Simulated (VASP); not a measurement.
Given:

```
CELL_PARAMETERS angstrom
      3.55696     0.00000     0.00000
      0.00000     3.55696     0.00000
      0.00000     0.00000     3.55696
ATOMIC_POSITIONS crystal
  Dy 0.50000 0.50000 0.50000
  Au 0.00000 0.00000 0.00000
```

Computed with r2SCAN+rVV10, VASP's PBE PAW potentials (set 64) (plane waves; VASP). Numerical set-up: 400 eV cut-off, 12×12×12 Γ-centred mesh, tetrahedra with Blöchl corrections, potentials Dy_3 Au.

The 4f electrons are frozen in the core of the lanthanide potential, so 4f levels, which can set the real gap, and their magnetism are missing.

Task: Give the energies of bands 4 to 13 at the high-symmetry points, in eV from the Fermi level.

Result: 
```json
[
 {"band": "4", "Γ": "-8.18", "X": "-5.84", "M": "-6.34", "R": "-5.33"},
 {"band": "5", "Γ": "-6.07", "X": "-5.60", "M": "-6.10", "R": "-5.33"},
 {"band": "6", "Γ": "-6.07", "X": "-4.91", "M": "-5.34", "R": "-5.33"},
 {"band": "7", "Γ": "-4.75", "X": "-4.91", "M": "-5.34", "R": "-3.97"},
 {"band": "8", "Γ": "-4.75", "X": "-4.58", "M": "-4.00", "R": "-3.97"},
 {"band": "9", "Γ": "-4.75", "X": "-3.65", "M": "-3.00", "R": "-1.98"},
 {"band": "10", "Γ": "1.16", "X": "-3.18", "M": "0.26", "R": "-1.98"},
 {"band": "11", "Γ": "1.16", "X": "0.18", "M": "0.26", "R": "-1.98"},
 {"band": "12", "Γ": "5.20", "X": "1.56", "M": "1.69", "R": "-0.07"},
 {"band": "13", "Γ": "5.20", "X": "1.56", "M": "4.30", "R": "6.36"}
]
```

It has no gap at this level: it comes out as a metal or semimetal.

The structure comes from a measured DyAu entry (Pm-3m) of the Crystallography Open Database, whose conditions weren't checked. It was relaxed first.
